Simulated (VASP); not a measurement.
MoS2:

```
Mo S
1.0
     3.16100    0.00000    0.00000
    -1.58050    2.73751    0.00000
     0.00000    0.00000   15.98350
Mo S
2 4
Direct
  0.33333 0.66667 0.25000
  0.66667 0.33333 0.75000
  0.66667 0.33333 0.34791
  0.66667 0.33333 0.15209
  0.33333 0.66667 0.84791
  0.33333 0.66667 0.65209
```

The cell was built by a generator and needn't be a form met in nature.

Program: VASP 6.6.1. Alike in all runs: task single point; no spin polarisation; cell as given; k mesh 8 × 8 × 2; cutoff (eV) 520; smearing fermi-dirac 0.05 eV.

**Question.** Order these runs on this cell by their pressure, lowest first.
A. level LDA; potentials or basis VASP PAW LDA potentials, release 64 (Mo_sv, S)
B. level PBEsol; potentials or basis VASP PAW PBE potentials, release 64 (Mo_sv, S)
C. level vdW-DF2; potentials or basis VASP PAW PBE potentials, release 64 (Mo_sv, S)
D. level optB86b-vdW; potentials or basis VASP PAW PBE potentials, release 64 (Mo_sv, S)

**Answer.** A (-3.9 GPa), B (-2.0 GPa), D (0.2 GPa), C (9.2 GPa).

Caveats: the PAW data sets were made with another functional, which shifts forces and pressure a little (some runs); this functional lacks dispersion, which binds the layers, so the pressure and a relaxed spacing across them are unreliable (some runs).

Runs at the PBE level aren't shown here.
